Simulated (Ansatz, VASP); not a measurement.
**SbMo in VASP and in Ansatz**

INCAR

```
ALGO = Normal
EDIFF = 1E-6
EDIFFG = -0.04
ENCUT = 600
GGA = PE
IBRION = 2
ISIF = 3
ISMEAR = 0
LASPH = T
LCHARG = F
LREAL = F
LWAVE = F
NELM = 60
NSW = 90
PREC = Accurate
SIGMA = 0.1
```

Contents of KPOINTS:

```
k-points
0
Gamma
  6 6 6
```

POSCAR

```
SbMo
1.0
    0.0000000000      2.8759761882      2.8759761882
    2.8759761882      0.0000000000      2.8759761882
    2.8759761882      2.8759761882      0.0000000000
Sb Mo
1 1
Direct
    0.0000000000      0.0000000000      0.0000000000
    0.7500000000      0.7500000000      0.7500000000
```

Input for Ansatz:

```yaml
crystal:
  lattice:
    - [0.0, 2.8759761882, 2.8759761882]
    - [2.8759761882, 0.0, 2.8759761882]
    - [2.8759761882, 2.8759761882, 0.0]
  atoms:
    - { symbol: Sb, position: [0.0, 0.0, 0.0] }
    - { symbol: Mo, position: [0.75, 0.75, 0.75] }
basis:
  ecutwfc: 420
kpoints:
  mp_grid: { grid: [6, 6, 6] }
hamiltonian:
  xc: pbe
scf:
  occupations: { method: gaussian, width: 0.1 }
  lower_state_search: "off"
output:
  forces: true
  stress: true
  eigenvalues: true
relax:
  adjacent_minimum: "off"
  f_tol: 0.04
  max_steps: 70
  cell: { stress_tol: 0.4 }
```

Alike in both runs: task relaxation of cell and atoms; functional PBE; k mesh 6 × 6 × 6; occupations gaussian, width 0.1 eV; no spin polarisation.

|  | VASP | Ansatz |
| --- | --- | --- |
| version | VASP 6.6.1 | Ansatz 0.2.0 |
| potentials or method | VASP PAW PBE potentials, release 64 (Sb, Mo_sv) | scalar-relativistic, plane waves, PAW |
| plane-wave cutoff (eV) | 600 | 420 |
| valence electrons in the cell | 19 | 29 |

```csv
,VASP,Ansatz,Ansatz less VASP
"gap on the k mesh at the Fermi level, each at its own relaxed structure (eV)",none,none,-
relaxed volume (Å³/atom),28.81,28.72,-0.092
relaxed cell length with the largest relative difference (Å),4.335,4.331,-0.0046
energy change over the relaxation (meV/atom),-289,-293,-3.4
```

A gap of «none» marks a metal or a gap that the smearing closes. The two sets of potentials don't hold the same shells in valence.

Caveats: the volume moved by over 15 % at a fixed basis, so the end points are rough (VASP). The runs have no spin-orbit coupling, so splittings on Sb are missing.
